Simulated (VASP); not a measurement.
All values below come from PBE GGA, VASP's PBE PAW potentials (set 64) (plane waves; VASP).

The input files of a VASP run:

**KPOINTS**
```
Automatic mesh
0
Gamma
1 1 1
0 0 0
```

File POSCAR:
```
Ga32As31Si
1
   11.5222104212    -0.0000000000    -0.0000000000
   -0.0000000000    11.5222104212     0.0000000000
    0.0000000000     0.0000000000    11.5222104212
Ga As Si
32 31 1
Direct
  0.5000000000   0.0000000000   0.0000000000
  0.7500000000   0.2500000000   0.0000000000
  0.7500000000   0.0000000000   0.2500000000
  0.0000000000   0.0000000000   0.0000000000
  0.2500000000   0.2500000000   0.0000000000
  0.5000000000   0.5000000000   0.0000000000
  0.7500000000   0.7500000000   0.0000000000
  0.2500000000   0.0000000000   0.2500000000
  0.4978500000   0.2461890000   0.2537800000
  0.7490360000   0.4989270000   0.2513410000
  0.5000000000   0.0000000000   0.5000000000
  0.7523860000   0.2483360000   0.5042320000
  0.7500000000   0.0000000000   0.7500000000
  0.0000000000   0.5000000000   0.0000000000
  0.2500000000   0.7500000000   0.0000000000
  0.0000000000   0.2500000000   0.2500000000
  0.2500000000   0.5000000000   0.2500000000
  0.5000000000   0.7500000000   0.2500000000
  0.0000000000   0.0000000000   0.5000000000
  0.2500000000   0.2500000000   0.5000000000
  0.4995300000   0.4975620000   0.5034130000
  0.7500000000   0.7500000000   0.5000000000
  0.2500000000   0.0000000000   0.7500000000
  0.5000000000   0.2500000000   0.7500000000
  0.7500000000   0.5000000000   0.7500000000
  0.0000000000   0.7500000000   0.2500000000
  0.0000000000   0.5000000000   0.5000000000
  0.2500000000   0.7500000000   0.5000000000
  0.0000000000   0.2500000000   0.7500000000
  0.2500000000   0.5000000000   0.7500000000
  0.5000000000   0.7500000000   0.7500000000
  0.0000000000   0.7500000000   0.7500000000
  0.6250000000   0.1250000000   0.1250000000
  0.8750000000   0.3750000000   0.1250000000
  0.8750000000   0.1250000000   0.3750000000
  0.1250000000   0.1250000000   0.1250000000
  0.3750000000   0.3750000000   0.1250000000
  0.6250000000   0.6250000000   0.1250000000
  0.8750000000   0.8750000000   0.1250000000
  0.3750000000   0.1250000000   0.3750000000
  0.8750000000   0.6250000000   0.3750000000
  0.6250000000   0.1250000000   0.6250000000
  0.8750000000   0.3750000000   0.6250000000
  0.8750000000   0.1250000000   0.8750000000
  0.1250000000   0.6250000000   0.1250000000
  0.3750000000   0.8750000000   0.1250000000
  0.1250000000   0.3750000000   0.3750000000
  0.3750000000   0.6250000000   0.3750000000
  0.6250000000   0.8750000000   0.3750000000
  0.1250000000   0.1250000000   0.6250000000
  0.3750000000   0.3750000000   0.6250000000
  0.6250000000   0.6250000000   0.6250000000
  0.8750000000   0.8750000000   0.6250000000
  0.3750000000   0.1250000000   0.8750000000
  0.6250000000   0.3750000000   0.8750000000
  0.8750000000   0.6250000000   0.8750000000
  0.1250000000   0.8750000000   0.3750000000
  0.1250000000   0.6250000000   0.6250000000
  0.3750000000   0.8750000000   0.6250000000
  0.1250000000   0.3750000000   0.8750000000
  0.3750000000   0.6250000000   0.8750000000
  0.6250000000   0.8750000000   0.8750000000
  0.1250000000   0.8750000000   0.8750000000
  0.6254130000   0.3791350000   0.3785160000
```

INCAR:
```
! general
SYSTEM =Ga32As31Si
PREC   =Normal
ENCUT  =400
LREAL  =Auto
LASPH  =T
ISYM   =0
NELECT =256.0

! electronic loop
EDIFF  =1E-5
NELM   =100
NELMIN =4
ALGO   =Fast
LMAXMIX=4

! smearing
ISMEAR =0
SIGMA  =0.05

! functional
GGA    =PE

! ions
IBRION =2
NSW    =60
ISIF   =2
EDIFFG =-0.03

! output
LWAVE  =T
LCHARG =F
```

POTCAR, in this order: Ga As Si (PBE.64 set). Program: vasp_gam.

Output of the run:

### OSZICAR
```
       N       E                     dE             d eps       ncg     rms          rms(c)
DAV:   1     0.152696536667E+04    0.15270E+04   -0.92420E+04   322   0.112E+03
DAV:   2    -0.746432096277E+02   -0.16016E+04   -0.15189E+04   419   0.201E+02
DAV:   3    -0.256331785034E+03   -0.18169E+03   -0.17794E+03   388   0.711E+01
DAV:   4    -0.262118164494E+03   -0.57864E+01   -0.57379E+01   372   0.132E+01
DAV:   5    -0.262266044424E+03   -0.14788E+00   -0.14748E+00   412   0.207E+00    0.209E+01
RMM:   6    -0.256672112394E+03    0.55939E+01   -0.81401E+00   322   0.392E+00    0.122E+01
RMM:   7    -0.256068101496E+03    0.60401E+00   -0.11780E+01   326   0.457E+00    0.363E+00
RMM:   8    -0.255810700080E+03    0.25740E+00   -0.10965E+00   322   0.207E+00    0.194E+00
RMM:   9    -0.255901348118E+03   -0.90648E-01   -0.77222E-01   322   0.126E+00    0.143E+00
RMM:  10    -0.255799132615E+03    0.10222E+00   -0.12831E-01   322   0.600E-01    0.557E-01
RMM:  11    -0.255795232244E+03    0.39004E-02   -0.96993E-02   326   0.359E-01    0.216E-01
RMM:  12    -0.255794355690E+03    0.87655E-03   -0.73983E-03   323   0.144E-01    0.117E-01
RMM:  13    -0.255794802732E+03   -0.44704E-03   -0.31795E-03   341   0.793E-02    0.869E-02
RMM:  14    -0.255794660907E+03    0.14183E-03   -0.13047E-03   323   0.535E-02    0.210E-02
RMM:  15    -0.255794671711E+03   -0.10805E-04   -0.27256E-04   333   0.242E-02    0.190E-02
RMM:  16    -0.255794664519E+03    0.71924E-05   -0.43581E-05   233   0.104E-02
   1 F= -.25579466E+03 E0= -.25576735E+03  d E =-.255795E+03
       N       E                     dE             d eps       ncg     rms          rms(c)
DAV:   1    -0.255978023361E+03   -0.18335E+00   -0.25731E+00   356   0.278E+00    0.762E-01
RMM:   2    -0.255989302081E+03   -0.11279E-01   -0.16915E-01   322   0.703E-01    0.301E-01
RMM:   3    -0.255990606818E+03   -0.13047E-02   -0.26040E-02   329   0.276E-01    0.131E-01
RMM:   4    -0.255990953609E+03   -0.34679E-03   -0.50430E-03   342   0.111E-01    0.653E-02
RMM:   5    -0.255991022230E+03   -0.68621E-04   -0.85548E-04   332   0.502E-02    0.236E-02
RMM:   6    -0.255991038589E+03   -0.16360E-04   -0.16996E-04   317   0.224E-02    0.107E-02
RMM:   7    -0.255991041462E+03   -0.28727E-05   -0.36930E-05   231   0.104E-02
   2 F= -.25599104E+03 E0= -.25597635E+03  d E =-.196377E+00
       N       E                     dE             d eps       ncg     rms          rms(c)
DAV:   1    -0.256027462750E+03   -0.36424E-01   -0.11578E+00   340   0.186E+00    0.485E-01
RMM:   2    -0.256032521160E+03   -0.50584E-02   -0.78538E-02   322   0.474E-01    0.183E-01
RMM:   3    -0.256033073940E+03   -0.55278E-03   -0.12344E-02   327   0.188E-01    0.854E-02
RMM:   4    -0.256033236407E+03   -0.16247E-03   -0.27266E-03   341   0.780E-02    0.417E-02
RMM:   5    -0.256033271411E+03   -0.35004E-04   -0.37373E-04   336   0.335E-02    0.171E-02
RMM:   6    -0.256033278682E+03   -0.72707E-05   -0.67491E-05   267   0.151E-02
   3 F= -.25603328E+03 E0= -.25602488E+03  d E =-.238614E+00
       N       E                     dE             d eps       ncg     rms          rms(c)
DAV:   1    -0.256059860632E+03   -0.26589E-01   -0.82533E-01   340   0.166E+00    0.362E-01
RMM:   2    -0.256063886915E+03   -0.40263E-02   -0.54738E-02   322   0.421E-01    0.124E-01
RMM:   3    -0.256064495176E+03   -0.60826E-03   -0.84372E-03   326   0.168E-01    0.689E-02
RMM:   4    -0.256064513301E+03   -0.18125E-04   -0.15125E-03   328   0.697E-02    0.292E-02
RMM:   5    -0.256064543904E+03   -0.30603E-04   -0.37012E-04   340   0.333E-02    0.139E-02
RMM:   6    -0.256064548064E+03   -0.41593E-05   -0.66741E-05   278   0.145E-02
   4 F= -.25606455E+03 E0= -.25605826E+03  d E =-.312694E-01
       N       E                     dE             d eps       ncg     rms          rms(c)
DAV:   1    -0.256067073931E+03   -0.25300E-02   -0.21056E-01   372   0.835E-01    0.184E-01
RMM:   2    -0.256068101895E+03   -0.10280E-02   -0.14159E-02   322   0.214E-01    0.625E-02
RMM:   3    -0.256068262431E+03   -0.16054E-03   -0.22305E-03   326   0.863E-02    0.344E-02
RMM:   4    -0.256068268449E+03   -0.60178E-05   -0.40416E-04   329   0.359E-02    0.148E-02
RMM:   5    -0.256068276073E+03   -0.76245E-05   -0.96357E-05   296   0.172E-02
   5 F= -.25606828E+03 E0= -.25606257E+03  d E =-.349974E-01
       N       E                     dE             d eps       ncg     rms          rms(c)
DAV:   1    -0.256073443996E+03   -0.51755E-02   -0.25829E-01   340   0.909E-01    0.177E-01
RMM:   2    -0.256074832606E+03   -0.13886E-02   -0.17067E-02   323   0.228E-01    0.590E-02
RMM:   3    -0.256075091454E+03   -0.25885E-03   -0.27745E-03   332   0.941E-02    0.362E-02
RMM:   4    -0.256075098051E+03   -0.65975E-05   -0.38159E-04   323   0.372E-02    0.158E-02
RMM:   5    -0.256075104995E+03   -0.69437E-05   -0.98482E-05   294   0.181E-02
   6 F= -.25607510E+03 E0= -.25606943E+03  d E =-.682892E-02
       N       E                     dE             d eps       ncg     rms          rms(c)
DAV:   1    -0.256075458511E+03   -0.36046E-03   -0.33687E-02   364   0.328E-01    0.648E-02
RMM:   2    -0.256075651218E+03   -0.19271E-03   -0.23116E-03   322   0.843E-02    0.222E-02
RMM:   3    -0.256075687665E+03   -0.36448E-04   -0.38238E-04   331   0.352E-02    0.139E-02
RMM:   4    -0.256075688973E+03   -0.13076E-05   -0.55074E-05   250   0.140E-02
   7 F= -.25607569E+03 E0= -.25607001E+03  d E =-.741290E-02
       N       E                     dE             d eps       ncg     rms          rms(c)
DAV:   1    -0.256077441655E+03   -0.17540E-02   -0.31381E-02   348   0.337E-01    0.788E-02
RMM:   2    -0.256077556407E+03   -0.11475E-03   -0.24437E-03   323   0.892E-02    0.295E-02
RMM:   3    -0.256077580482E+03   -0.24076E-04   -0.45997E-04   342   0.365E-02    0.169E-02
RMM:   4    -0.256077578380E+03    0.21024E-05   -0.48398E-05   277   0.133E-02
   8 F= -.25607758E+03 E0= -.25607190E+03  d E =-.188941E-02
       N       E                     dE             d eps       ncg     rms          rms(c)
DAV:   1    -0.256077776359E+03   -0.19588E-03   -0.78730E-03   372   0.169E-01    0.397E-02
RMM:   2    -0.256077805908E+03   -0.29549E-04   -0.63206E-04   323   0.452E-02    0.149E-02
RMM:   3    -0.256077813985E+03   -0.80775E-05   -0.12657E-04   339   0.188E-02    0.883E-03
RMM:   4    -0.256077813729E+03    0.25620E-06   -0.12513E-05   194   0.681E-03
   9 F= -.25607781E+03 E0= -.25607213E+03  d E =-.212476E-02
```

File OUTCAR:
```
------------------------ aborting loop because EDIFF is reached ----------------------------------------
  FORCE on cell =-STRESS in cart. coord.  units (eV):
  Direction    XX          YY          ZZ          XY          YZ          ZX
  --------------------------------------------------------------------------------------
  Total        9.2442326      9.2341025      9.2481042      0.0523908      0.0089355     -0.0749538
  in kB        9.6821998      9.6715897      9.6862548      0.0548730      0.0093588     -0.0785049
  external PRESSURE =       9.6800148 kB  Pullay stress =       0.0000000 kB
  volume of cell :     1529.70
      direct lattice vectors                 reciprocal lattice vectors
    11.522210421  0.000000000  0.000000000     0.086788903  0.000000000  0.000000000
     0.000000000 11.522210421  0.000000000     0.000000000  0.086788903  0.000000000
     0.000000000  0.000000000 11.522210421     0.000000000  0.000000000  0.086788903
  FREE ENERGIE OF THE ION-ELECTRON SYSTEM (eV)
  ---------------------------------------------------
  free  energy   TOTEN  =      -256.0778137289 eV

  energy  without entropy=     -256.0664461684  energy(sigma->0) =     -256.07212995

 reached required accuracy - stopping structural energy minimisation
```
(Selected blocks of OUTCAR.)

**CONTCAR**
```
Ga32As31Si
   1.00000000000000
    11.5222104212000005    0.0000000000000000    0.0000000000000000
     0.0000000000000000   11.5222104212000005    0.0000000000000000
     0.0000000000000000    0.0000000000000000   11.5222104212000005
  Ga              As              Si
    32    31     1
Direct
     0.5009255828837865    0.0004566886880581    0.0007332394749150
     0.7500649427361654    0.2498434172660208    0.0012546708446392
     0.7501282727678671    0.0010225829016482    0.2497828123482811
     0.9998043598607537    0.0001414090794771    0.0001930899371514
     0.2507247064199699    0.2509607666041484    0.0008299862224775
     0.4997817274706892    0.4999456630410515    0.0012840212994017
     0.7491301031520655    0.7494550142594695    0.0006683049455455
     0.2500807703990082    0.0000280318140702    0.2506389718729476
     0.5045814120298218    0.2542439549319798    0.2558146399229287
     0.7450560946530338    0.4951053597572023    0.2551490043804450
     0.4998812237477094    0.0005604784988031    0.5004219009342656
     0.7461685525311740    0.2541600262679515    0.4965514287604668
     0.7492461462435245    0.0001032900727060    0.7499346360557766
     0.9994568429990323    0.4991173597978265    0.0007066171754927
     0.2501843781637865    0.7497589379566250    0.0001805112287620
     0.9989221577965179    0.2498573145865574    0.2498628498513464
     0.2511949361815038    0.5000830384709544    0.2498152763687556
     0.4998370639784250    0.7487675494265587    0.2500111253112451
     0.9996129734451037    0.0002196187587496    0.4991510396978019
     0.2504943912760530    0.2497473379621918    0.5002875954071563
     0.5039979362406541    0.4954421799926965    0.4967413573141127
     0.7502240372286419    0.7489920536756430    0.5001262831256065
     0.2502100417042477    0.0000920717286705    0.7498678633699173
     0.4998737059058154    0.2496058625275072    0.7494816600484937
     0.7501778683639300    0.5002911098110008    0.7493506754697852
     0.9995732686248334    0.7494922916527182    0.2508545151339057
     0.9991568683512004    0.5003207348887059    0.5000971315892189
     0.2505234465777453    0.7494683167410376    0.4990608557022477
     0.9998729744795263    0.2507390989866153    0.7501547616022007
     0.2499942598737715    0.4993674583389460    0.7501033313768651
     0.5008240317636437    0.7496980847470249    0.7500305032857775
     0.9998552524036713    0.7498189883474654    0.7498296777189341
     0.6241330255716909    0.1254815781497767    0.1256427664292491
     0.8744648241474360    0.3757496966914719    0.1255392488155421
     0.8747702351427529    0.1252461594140732    0.3758019051302618
     0.1250384229111694    0.1251020285337230    0.1250019089912748
     0.3756339739091800    0.3739625572942307    0.1257810573949501
     0.6257474980861948    0.6245122127827512    0.1254806561374818
     0.8749963158219433    0.8749309082888848    0.1250746743803100
     0.3749269293355650    0.1248648785341294    0.3745526122855323
     0.8746661146776662    0.6246707557428043    0.3742187486126796
     0.6257620048744297    0.1250056476378530    0.6250575317320133
     0.8751723055353050    0.3743970130805983    0.6251873687770144
     0.8749046449532782    0.1250322200250970    0.8750759204474891
     0.1249682725604907    0.6249182826100502    0.1250919385180543
     0.3750953403318436    0.8749730142722117    0.1250743181084036
     0.1249853109168408    0.3750798325450451    0.3748989515130239
     0.3754018509365031    0.6244977268786092    0.3759595417620712
     0.6250290552929727    0.8749502351782413    0.3749619248113265
     0.1247829450096052    0.1248823787863479    0.6251139930571583
     0.3748176657245831    0.3754986508604302    0.6252807513507785
     0.6242642270289280    0.6249491933685819    0.6250506990105470
     0.8749692840362745    0.8750890766479488    0.6249862402811213
     0.3749794542091719    0.1249554906799193    0.8753069252404296
     0.6249966346302828    0.3750074453454845    0.8751972964660956
     0.8750585516137588    0.6250222289106616    0.8752399786649733
     0.1249614037356575    0.8748925012517365    0.3751171156100538
     0.1251294866781590    0.6250686443005734    0.6249868538359942
     0.3749476617088579    0.8747713718889661    0.6251089863182226
     0.1250374342397202    0.3749922260450552    0.8754384633634568
     0.3750564721190092    0.6249125360247715    0.8750996625110459
     0.6249961890680591    0.8750317874592846    0.8753183547879786
     0.1250113116224772    0.8750255466112767    0.8749896678443627
     0.6249498233165215    0.3747690825793339    0.3766756000342340
```

The cell is charged, with a uniform compensating background. The supercell is sampled at Γ alone, which is coarse: total energies, pressure and levels can be off, energies of defects by several tenths of an eV.

The cell is a supercell with a defect, built from GaAs (zinc blende): Si_As, charge -1. The run is not spin-polarised, so no state with unpaired spins was tried.
